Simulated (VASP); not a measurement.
OSZICAR of a VASP run on ZrSi$_{2}$ (sg63):

### OSZICAR
```
       N       E                     dE             d eps       ncg     rms          rms(c)
DAV:   1     0.230053948540E+03    0.23005E+03   -0.17219E+04  7440   0.127E+03
DAV:   2    -0.240244021500E+02   -0.25408E+03   -0.25187E+03  8856   0.336E+02
DAV:   3    -0.435598258391E+02   -0.19535E+02   -0.19459E+02 13984   0.704E+01
DAV:   4    -0.443022589014E+02   -0.74243E+00   -0.74190E+00  9528   0.144E+01
DAV:   5    -0.443375200911E+02   -0.35261E-01   -0.35388E-01 12168   0.239E+00    0.234E+01
DAV:   6    -0.427735547896E+02    0.15640E+01   -0.70409E+00  9208   0.132E+01    0.955E+00
DAV:   7    -0.427243654759E+02    0.49189E-01   -0.70025E-01 12112   0.410E+00    0.302E+00
DAV:   8    -0.427134963133E+02    0.10869E-01   -0.72013E-02  9536   0.155E+00    0.738E-01
DAV:   9    -0.427135832339E+02   -0.86921E-04   -0.61741E-03 10272   0.539E-01    0.254E-01
DAV:  10    -0.427136025949E+02   -0.19361E-04   -0.75168E-04 11064   0.186E-01    0.831E-02
DAV:  11    -0.427136301220E+02   -0.27527E-04   -0.11965E-04  9928   0.863E-02    0.182E-02
DAV:  12    -0.427136387556E+02   -0.86335E-05   -0.85637E-06  9888   0.195E-02    0.700E-03
DAV:  13    -0.427136335250E+02    0.52306E-05   -0.19393E-06 10008   0.916E-03    0.137E-03
DAV:  14    -0.427136342812E+02   -0.75620E-06   -0.20031E-07  7128   0.344E-03    0.423E-04
DAV:  15    -0.427136339693E+02    0.31191E-06   -0.19261E-08  6624   0.106E-03    0.110E-04
DAV:  16    -0.427136339044E+02    0.64888E-07   -0.52476E-09  6400   0.419E-04
   1 F= -.42713634E+02 E0= -.42713634E+02  d E =0.000000E+00
```

Problem. Which electronic solver shows in the log?

Solution. It is blocked Davidson (ALGO = Normal, or the opening steps of other solvers). The INCAR had ALGO = Normal.

Problem. Can the final energy be trusted as converged?

Solution. Self-consistency was reached. It stopped with EDIFF = 1E-7, NELM = 100 (PBE GGA, plane waves, VASP's PBE PAW potentials (set 64)).

The compound is ZrSi2 in the sg63 structure. It was relaxed first.
